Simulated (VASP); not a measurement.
OSZICAR of a VASP run on Tb (space group P6_3/mmc):

**OSZICAR**
```
       N       E                     dE             d eps       ncg     rms          rms(c)
DAV:   1     0.118643531478E+04    0.11864E+04   -0.24088E+04  2380   0.235E+03
DAV:   2     0.368313638420E+03   -0.81812E+03   -0.65411E+03  2400   0.435E+02
DAV:   3     0.250305025359E+02   -0.34328E+03   -0.32023E+03  2184   0.195E+02
DAV:   4    -0.414151436929E+02   -0.66446E+02   -0.63020E+02  3338   0.809E+01
DAV:   5    -0.496534162186E+02   -0.82383E+01   -0.80099E+01  3714   0.322E+01    0.112E+02
DAV:   6    -0.132992658491E+03   -0.83339E+02   -0.19837E+02  2338   0.148E+02    0.286E+02
DAV:   7    -0.106997472869E+03    0.25995E+02   -0.89987E+01  2828   0.359E+01    0.232E+02
DAV:   8    -0.194220055548E+03   -0.87223E+02   -0.39522E+02  2504   0.579E+01    0.370E+02
DAV:   9    -0.185174439012E+03    0.90456E+01   -0.37312E+01  3762   0.150E+01    0.310E+02
DAV:  10    -0.679048978364E+02    0.11727E+03   -0.57322E+01  3048   0.296E+01    0.178E+02
DAV:  11    -0.722517836152E+02   -0.43469E+01   -0.25554E+01  3508   0.253E+01    0.842E+01
DAV:  12    -0.661275720932E+02    0.61242E+01   -0.10862E+01  3080   0.276E+01    0.869E+01
DAV:  13    -0.634913047294E+02    0.26363E+01   -0.78145E+00  3178   0.187E+01    0.755E+01
DAV:  14    -0.638140736536E+02   -0.32277E+00   -0.38370E+00  3688   0.440E+00    0.827E+01
DAV:  15    -0.664989708332E+02   -0.26849E+01   -0.10602E+00  2476   0.971E+00    0.845E+01
DAV:  16    -0.642017077846E+02    0.22973E+01   -0.54956E-01  2670   0.106E+01    0.837E+01
DAV:  17    -0.863229339361E+02   -0.22121E+02   -0.34198E+01  2402   0.452E+01    0.191E+02
DAV:  18    -0.895600382412E+02   -0.32371E+01   -0.59803E+00  3266   0.109E+01    0.194E+02
DAV:  19    -0.907498126891E+02   -0.11898E+01   -0.75665E-01  3772   0.284E+00    0.196E+02
DAV:  20    -0.920343304479E+02   -0.12845E+01   -0.33394E-02  3616   0.794E-01    0.195E+02
DAV:  21    -0.918877693841E+02    0.14656E+00   -0.83953E-03  3736   0.271E-01    0.195E+02
DAV:  22    -0.959348550231E+02   -0.40471E+01   -0.38516E-02  2696   0.142E+00    0.197E+02
DAV:  23    -0.993620605626E+02   -0.34272E+01   -0.42416E-02  3024   0.127E+00    0.198E+02
DAV:  24    -0.108711396690E+03   -0.93493E+01   -0.18080E-01  3144   0.203E+00    0.200E+02
DAV:  25    -0.141040779465E+03   -0.32329E+02   -0.11983E+00  3104   0.668E+00    0.211E+02
DAV:  26    -0.137395168826E+03    0.36456E+01   -0.17727E+00  3080   0.773E+00    0.217E+02
DAV:  27    -0.150873427783E+03   -0.13478E+02   -0.18101E+00  2916   0.927E+00    0.216E+02
DAV:  28    -0.155634839100E+03   -0.47614E+01   -0.48233E-01  3400   0.286E+00    0.217E+02
DAV:  29    -0.151729750145E+03    0.39051E+01   -0.21015E-01  2934   0.241E+00    0.219E+02
DAV:  30    -0.147863736722E+03    0.38660E+01   -0.27688E-01  3138   0.274E+00    0.224E+02
DAV:  31    -0.142241300701E+03    0.56224E+01   -0.24380E-01  3272   0.246E+00    0.226E+02
DAV:  32    -0.145112847707E+03   -0.28715E+01   -0.12863E-01  3102   0.191E+00    0.224E+02
DAV:  33    -0.143882627829E+03    0.12302E+01   -0.45623E-02  3666   0.648E-01    0.221E+02
DAV:  34    -0.141985830403E+03    0.18968E+01   -0.42476E-01  2800   0.378E+00    0.228E+02
DAV:  35    -0.141794921336E+03    0.19091E+00   -0.42749E-02  3680   0.101E+00    0.226E+02
DAV:  36    -0.139976921593E+03    0.18180E+01   -0.72985E-02  3102   0.139E+00    0.228E+02
DAV:  37    -0.139837899440E+03    0.13902E+00   -0.21728E-01  3058   0.236E+00    0.241E+02
DAV:  38    -0.137234002846E+03    0.26039E+01   -0.62865E-01  2712   0.332E+00    0.260E+02
DAV:  39    -0.148394531924E+03   -0.11161E+02   -0.40698E-01  3096   0.291E+00    0.278E+02
DAV:  40    -0.138924576714E+03    0.94700E+01   -0.45784E-01  2970   0.438E+00    0.270E+02
DAV:  41    -0.139152715365E+03   -0.22814E+00   -0.90974E-02  3744   0.166E+00    0.277E+02
DAV:  42    -0.148670598694E+03   -0.95179E+01   -0.33106E-01  2824   0.438E+00    0.285E+02
DAV:  43    -0.143402145786E+03    0.52685E+01   -0.49764E-02  3370   0.182E+00    0.281E+02
DAV:  44    -0.133821626895E+03    0.95805E+01   -0.96560E-02  2932   0.113E+00    0.269E+02
DAV:  45    -0.113202436078E+03    0.20619E+02   -0.39524E-01  3400   0.173E+00    0.251E+02
DAV:  46    -0.109718301254E+03    0.34841E+01   -0.12978E-01  3608   0.102E+00    0.248E+02
DAV:  47    -0.109789939755E+03   -0.71639E-01   -0.14095E-02  3730   0.318E-01    0.248E+02
DAV:  48    -0.107729047850E+03    0.20609E+01   -0.26382E-02  2706   0.113E+00    0.248E+02
DAV:  49    -0.728164727545E+02    0.34913E+02   -0.13325E+00  2798   0.525E+00    0.230E+02
DAV:  50    -0.608947818562E+02    0.11922E+02   -0.11844E+01  2916   0.614E+00    0.188E+02
DAV:  51    -0.768417087407E+02   -0.15947E+02   -0.39352E+01  3056   0.258E+01    0.155E+02
DAV:  52    -0.812277811721E+02   -0.43861E+01   -0.12250E+01  3520   0.672E+00    0.124E+02
DAV:  53    -0.644060353239E+02    0.16822E+02   -0.50199E+00  2520   0.104E+01    0.109E+02
DAV:  54    -0.619080653318E+02    0.24980E+01   -0.99835E-01  3338   0.456E+00    0.114E+02
DAV:  55    -0.619699421971E+02   -0.61877E-01   -0.29201E-01  3096   0.279E+00    0.115E+02
DAV:  56    -0.656811059840E+02   -0.37112E+01   -0.29447E+00  2706   0.183E+01    0.965E+01
DAV:  57    -0.837110145297E+02   -0.18030E+02   -0.61189E+00  2834   0.153E+01    0.107E+02
DAV:  58    -0.882104716099E+02   -0.44995E+01   -0.10172E+00  3128   0.618E+00    0.104E+02
DAV:  59    -0.927125382015E+02   -0.45021E+01   -0.59566E-01  2948   0.346E+00    0.105E+02
DAV:  60    -0.942238671511E+02   -0.15113E+01   -0.17612E-01  3182   0.190E+00    0.108E+02
DAV:  61    -0.821889522993E+02    0.12035E+02   -0.12717E+00  2986   0.737E+00    0.115E+02
DAV:  62    -0.709510392362E+02    0.11238E+02   -0.20846E+00  2840   0.789E+00    0.101E+02
DAV:  63    -0.693883498610E+02    0.15627E+01   -0.73784E-01  3760   0.307E+00    0.918E+01
DAV:  64    -0.712652414602E+02   -0.18769E+01   -0.17185E-01  3104   0.274E+00    0.954E+01
DAV:  65    -0.727266997588E+02   -0.14615E+01   -0.59403E-02  2884   0.154E+00    0.100E+02
DAV:  66    -0.845064969936E+02   -0.11780E+02   -0.31581E+00  2476   0.122E+01    0.111E+02
DAV:  67    -0.848346364687E+02   -0.32814E+00   -0.30954E-01  2948   0.393E+00    0.114E+02
DAV:  68    -0.846888210415E+02    0.14582E+00   -0.94475E-02  3026   0.198E+00    0.120E+02
DAV:  69    -0.791282905753E+02    0.55605E+01   -0.32028E-01  3090   0.340E+00    0.126E+02
DAV:  70    -0.762545938201E+02    0.28737E+01   -0.14609E-01  3200   0.221E+00    0.125E+02
DAV:  71    -0.860121318712E+02   -0.97575E+01   -0.76432E-01  2818   0.722E+00    0.126E+02
DAV:  72    -0.854734927816E+02    0.53864E+00   -0.11852E-01  3290   0.209E+00    0.122E+02
DAV:  73    -0.855323815945E+02   -0.58889E-01   -0.42894E-02  3112   0.169E+00    0.120E+02
DAV:  74    -0.854379153470E+02    0.94466E-01   -0.28347E-02  3056   0.147E+00    0.122E+02
DAV:  75    -0.862194508123E+02   -0.78154E+00   -0.18461E-02  2660   0.127E+00    0.122E+02
DAV:  76    -0.731626011628E+02    0.13057E+02   -0.14020E+00  2604   0.110E+01    0.100E+02
DAV:  77    -0.627710248852E+02    0.10392E+02   -0.28254E+00  2714   0.121E+01    0.933E+01
DAV:  78    -0.583371325333E+02    0.44339E+01   -0.17159E+00  3416   0.936E+00    0.818E+01
DAV:  79    -0.593875835877E+02   -0.10505E+01   -0.48236E-01  3272   0.444E+00    0.778E+01
DAV:  80    -0.589676369400E+02    0.41995E+00   -0.96958E-02  3368   0.136E+00    0.770E+01
DAV:  81    -0.619708911498E+02   -0.30033E+01   -0.97854E-01  2796   0.770E+00    0.855E+01
DAV:  82    -0.646471816069E+02   -0.26763E+01   -0.63122E-01  3056   0.726E+00    0.971E+01
DAV:  83    -0.647932589413E+02   -0.14608E+00   -0.22529E-01  3138   0.185E+00    0.991E+01
DAV:  84    -0.592782668393E+02    0.55150E+01   -0.28297E+00  2594   0.609E+00    0.839E+01
DAV:  85    -0.603872951655E+02   -0.11090E+01   -0.16832E-01  3070   0.277E+00    0.872E+01
DAV:  86    -0.553430467320E+02    0.50442E+01   -0.28015E+00  2776   0.118E+01    0.709E+01
DAV:  87    -0.556293328736E+02   -0.28629E+00   -0.30825E-01  3068   0.391E+00    0.679E+01
DAV:  88    -0.562408222055E+02   -0.61149E+00   -0.18865E-01  3110   0.244E+00    0.658E+01
DAV:  89    -0.569806566707E+02   -0.73983E+00   -0.52691E-01  3160   0.310E+00    0.701E+01
DAV:  90    -0.579738294676E+02   -0.99317E+00   -0.26704E-01  2840   0.283E+00    0.678E+01
DAV:  91    -0.595831710110E+02   -0.16093E+01   -0.13363E+01  2524   0.294E+01    0.784E+01
DAV:  92    -0.597371663420E+02   -0.15400E+00   -0.25254E+00  2838   0.137E+01    0.743E+01
DAV:  93    -0.560510628895E+02    0.36861E+01   -0.12254E+00  2818   0.148E+01    0.637E+01
DAV:  94    -0.592963572806E+02   -0.32453E+01   -0.18966E+01  2750   0.336E+01    0.697E+01
DAV:  95    -0.593893323005E+02   -0.92975E-01   -0.10906E+00  2882   0.994E+00    0.560E+01
DAV:  96    -0.602599271994E+02   -0.87059E+00   -0.20973E+00  2946   0.105E+01    0.416E+01
DAV:  97    -0.604932409136E+02   -0.23331E+00   -0.76292E-01  3058   0.406E+00    0.376E+01
DAV:  98    -0.597506547414E+02    0.74259E+00   -0.27969E-01  3196   0.194E+00    0.362E+01
DAV:  99    -0.594248622478E+02    0.32579E+00   -0.90594E-02  3064   0.879E-01    0.363E+01
DAV: 100    -0.594408648595E+02   -0.16003E-01   -0.15290E-02  3328   0.481E-01
   1 F= -.59440865E+02 E0= -.59013523E+02  d E =-.854685E+00  mag=    37.5300
```

Problem. Which electronic solver shows in the log?

Solution. It is blocked Davidson (ALGO = Normal, or the opening steps of other solvers). The INCAR had ALGO = Normal.

Problem. How was spin treated?

Solution. Collinear spin (ISPIN = 2): the summary line carries one mag value, 37.53 μB in the cell.

Problem. Can the final energy be trusted as converged?

Solution. The run did not converge; its last values are not results. It stopped with EDIFF = 1E-6, NELM = 100 (PBE GGA, plane waves, VASP's PBE PAW potentials (set 64)).   The run has a spin-polarised start.

The structure comes from a computed database's Tb entry; how it stands against other phases isn't given here. The cell was not relaxed at this level. The k-mesh is coarse (spacing up to 0.49 per Å, 2π included), so the numbers may not be converged in it. The run is one of a series of settings (KPOINTS 4×4×1 Γ-centred mesh shifted by (0.5, 0.5, 0.5) against the base run), some of them coarse on purpose.
